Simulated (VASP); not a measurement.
OSZICAR of a VASP run on CoAl (CsCl type):

OSZICAR:
```
       N       E                     dE             d eps       ncg     rms          rms(c)
DAV:   1     0.403211452386E+02    0.40321E+02   -0.54395E+03  2400   0.128E+03
DAV:   2    -0.906425033929E+01   -0.49385E+02   -0.47090E+02  2416   0.195E+02
DAV:   3    -0.103518183676E+02   -0.12876E+01   -0.12783E+01  2852   0.412E+01
DAV:   4    -0.103764504932E+02   -0.24632E-01   -0.24685E-01  2946   0.506E+00
DAV:   5    -0.103772042341E+02   -0.75374E-03   -0.75393E-03  2782   0.881E-01    0.129E+01
DAV:   6    -0.130019866644E+02   -0.26248E+01   -0.71219E+01  2686   0.127E+02    0.171E+01
DAV:   7    -0.871287177998E+01    0.42891E+01   -0.31311E+01  2632   0.808E+01    0.190E+00
DAV:   8    -0.870443763667E+01    0.84341E-02   -0.21262E-01  2512   0.414E+00    0.123E+00
DAV:   9    -0.869060501995E+01    0.13833E-01   -0.43372E-02  2916   0.302E+00    0.293E-01
DAV:  10    -0.869013215287E+01    0.47287E-03   -0.13395E-03  3164   0.511E-01    0.122E-01
DAV:  11    -0.869012598481E+01    0.61681E-05   -0.24028E-05  2818   0.459E-02    0.203E-02
DAV:  12    -0.869011914673E+01    0.68381E-05   -0.97379E-06  3012   0.432E-02    0.749E-03
DAV:  13    -0.869011880752E+01    0.33921E-06   -0.19859E-07  1810   0.428E-03    0.117E-03
DAV:  14    -0.869011869006E+01    0.11746E-06   -0.33863E-08  1268   0.197E-03    0.509E-04
DAV:  15    -0.869011868291E+01    0.71408E-08   -0.40393E-09  1248   0.821E-04
   1 F= -.86901187E+01 E0= -.86901187E+01  d E =0.000000E+00
```

Task: Which electronic solver shows in the log?

Result: It is blocked Davidson (ALGO = Normal, or the opening steps of other solvers). The INCAR had ALGO = Normal.

Task: How was spin treated?

Result: Without spin polarisation: there is no mag entry.

Task: Can the final energy be trusted as converged?

Result: The run converged. It stopped with EDIFF = 1E-7, NELM = 100 (vdW-DF-cx, plane waves, VASP's PBE PAW potentials (set 64)).

The compound is CoAl in the CsCl type structure. It was relaxed first. The run is not spin-polarised, so no magnetic state was tried.
